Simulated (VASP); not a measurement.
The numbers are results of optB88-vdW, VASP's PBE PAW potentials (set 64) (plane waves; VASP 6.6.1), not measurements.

VASP ran on this input.

INCAR:
```
SYSTEM = KF
PREC = Accurate; ENCUT = 520; LREAL = .FALSE.
LASPH = .TRUE.; ICHARG = 11
EDIFF = 1E-7; NELM = 100; ALGO = Normal
ISMEAR = 0; SIGMA = 0.05
GGA = BO; LUSE_VDW = .TRUE.; AGGAC = 0.0
PARAM1 = 0.1833333333; PARAM2 = 0.22
LWAVE = .FALSE.; LCHARG = .FALSE.; LORBIT = 11
```

POSCAR:
```
KF
1.0
  0.0000000000   2.6624613146   2.6624613146
  2.6624613146   0.0000000000   2.6624613146
  2.6624613146   2.6624613146   0.0000000000
K F
1 1
Cartesian
  0.0000000000   0.0000000000   0.0000000000
  2.6624613146   2.6624613146   2.6624613146
```

KPOINTS:
```
k-points along high-symmetry lines
15
Line-mode
Reciprocal
  0.000000   0.000000   0.000000 ! GAMMA
  0.500000   0.000000   0.500000 ! X

  0.500000   0.000000   0.500000 ! X
  0.625000   0.250000   0.625000 ! U

  0.375000   0.375000   0.750000 ! K
  0.000000   0.000000   0.000000 ! GAMMA

  0.000000   0.000000   0.000000 ! GAMMA
  0.500000   0.500000   0.500000 ! L

  0.500000   0.500000   0.500000 ! L
  0.500000   0.250000   0.750000 ! W

  0.500000   0.250000   0.750000 ! W
  0.500000   0.000000   0.500000 ! X
```

POTCAR, in this order: K_sv F (PBE.64 set). Program: vasp_std. Read from the step before: CHGCAR.

Output of the run:

### OSZICAR
```
       N       E                     dE             d eps       ncg     rms          rms(c)
DAV:   1     0.116941074301E+03    0.11694E+03   -0.84368E+03  2160   0.129E+03
DAV:   2     0.132520598918E+01   -0.11562E+03   -0.10618E+03  2640   0.326E+02
DAV:   3    -0.384530134827E+01   -0.51705E+01   -0.51352E+01  2788   0.645E+01
DAV:   4    -0.402832760581E+01   -0.18303E+00   -0.18292E+00  3400   0.106E+01
DAV:   5    -0.402982318873E+01   -0.14956E-02   -0.14955E-02  2796   0.102E+00
DAV:   6    -0.402985435935E+01   -0.31171E-04   -0.31170E-04  3168   0.865E-02
DAV:   7    -0.402985449142E+01   -0.13207E-06   -0.13208E-06  2884   0.978E-03
DAV:   8    -0.402985449243E+01   -0.10057E-08   -0.10433E-08  1904   0.783E-04
   1 F= -.40298545E+01 E0= -.40298545E+01  d E =-.226262E-11
```

File OUTCAR:
```
 val. band max:       -3.0852045425   @ k =   0.0000   0.0000   0.0000

 cond. band min:       3.1082811865   @ k =   0.0000   0.0000   0.0000



 k-point     1 :       0.0000    0.0000    0.0000
  band No.  band energies     occupation
      1     -29.0503      2.00000
      2     -21.6083      2.00000
      3     -12.3398      2.00000
      4     -12.3398      2.00000
      5     -12.3398      2.00000
      6      -3.0852      2.00000
      7      -3.0852      2.00000
      8      -3.0852      2.00000
      9       3.1083      0.00000
     10       7.6231      0.00000
     11       7.6231      0.00000
     12       7.6231      0.00000

 k-point     2 :       0.0357    0.0000    0.0357
  band No.  band energies     occupation
      1     -29.0486      2.00000
      2     -21.6102      2.00000
      3     -12.3426      2.00000
      4     -12.3426      2.00000
      5     -12.3405      2.00000
      6      -3.1107      2.00000
      7      -3.0870      2.00000
      8      -3.0869      2.00000
      9       3.1578      0.00000
     10       7.5694      0.00000
     11       7.6577      0.00000
     12       7.6577      0.00000

 k-point     3 :       0.0714    0.0000    0.0714
  band No.  band energies     occupation
      1     -29.0437      2.00000
      2     -21.6147      2.00000
      3     -12.3507      2.00000
      4     -12.3507      2.00000
      5     -12.3435      2.00000
      6      -3.1810      2.00000
      7      -3.0919      2.00000
      8      -3.0919      2.00000
      9       3.3013      0.00000
     10       7.4183      0.00000
     11       7.7603      0.00000
     12       7.7603      0.00000

 k-point     4 :       0.1071    0.0000    0.1071
  band No.  band energies     occupation
      1     -29.0359      2.00000
      2     -21.6213      2.00000
      3     -12.3638      2.00000
      4     -12.3638      2.00000
      5     -12.3517      2.00000
      6      -3.2798      2.00000
      7      -3.0993      2.00000
...
```

The density is held fixed in this step, so its total energy and stress have no physical meaning.

The compound is KF in the rock salt structure. It was relaxed first.
